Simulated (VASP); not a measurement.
Consider the following.

```
TiSe2
1.0
    1.74347    -3.01978     0.00000
    1.74347     3.01978     0.00000
    0.00000     0.00000     5.86555
Ti Se
1 2
Cartesian
  0.00000   0.00000   0.00000
  1.74347   1.00660   1.55040
  1.74347  -1.00660   4.31515
```

Calculation: PBE GGA with D3 dispersion (Becke-Johnson damping), VASP's PBE PAW potentials (set 64) (plane waves; VASP). Settings: 520 eV cut-off, 11×11×6 Γ-centred mesh, tetrahedra with Blöchl corrections, potentials Ti_sv Se.

The cores are frozen, which limits the accuracy of field gradients.

Problem. Give the principal components of the electric field gradient (V/Å²) and the asymmetry η at each nucleus.

Solution. 
```json
[
 {"atom": "Ti1", "Vxx": "12.7", "Vyy": "12.7", "Vzz": "-25.4", "η": "0.00"},
 {"atom": "Se2", "Vxx": "8.8", "Vyy": "8.8", "Vzz": "-17.6", "η": "0.00"},
 {"atom": "Se3", "Vxx": "8.8", "Vyy": "8.8", "Vzz": "-17.6", "η": "0.00"}
]
```

The compound is TiSe2 in the 1T layered structure. It was relaxed first, which changed the volume by -5 %.
